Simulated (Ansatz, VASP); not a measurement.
**One calculation of PBr, two programs**

```
Br P
1.0
     4.97127    0.00000    0.00000
    -2.07605    5.22890    0.00000
    -0.70140   -0.65809    6.27454
Br P
2 2
Direct
  0.66580 0.85501 0.24276
  0.33420 0.14499 0.75724
  0.64072 0.49976 0.63187
  0.35928 0.50024 0.36813
```

Change from the starting cell: volume scaled by 1.02.

Alike in both runs: task single point; functional PBE; k mesh 6 × 5 × 5; occupations fermi-dirac, width 0.05 eV; no spin polarisation.

|  | VASP | Ansatz |
| --- | --- | --- |
| version | VASP 6.6.1 | Ansatz 0.2.0 |
| potentials or method | VASP PAW PBE potentials, release 64 (Br, P) | Ansatz PAW |
| plane-wave cutoff (eV) | 520 | 420 |
| valence electrons in the cell | 24 | 24 |

Ansatz gave:

| Item | Value |
| --- | --- |
| gap on the k mesh at the Fermi level (eV) | 1.49 |
| least direct gap on the mesh (eV) | 1.49 |
| pressure (GPa) | -0.3 |
| largest component of the traceless stress (GPa) | 0.37 |
| rms of the force components (eV/Å) | 0.140 |

**Question.** Estimate VASP's values.

**Answer.** gap on the k mesh at the Fermi level (eV): 1.48; least direct gap on the mesh (eV): 1.48; pressure (GPa): -0.4; largest component of the traceless stress (GPa): 0.39; rms of the force components (eV/Å): 0.167.

Atom by atom the forces differ by 0.031 eV/Å (rms over components).

Caveats: an odd mesh through Γ misses points on the zone boundary, where band edges often lie (VASP); odd divisions of the mesh miss points on the zone boundary, where band edges often lie, so the gap on the mesh can be too wide (Ansatz).
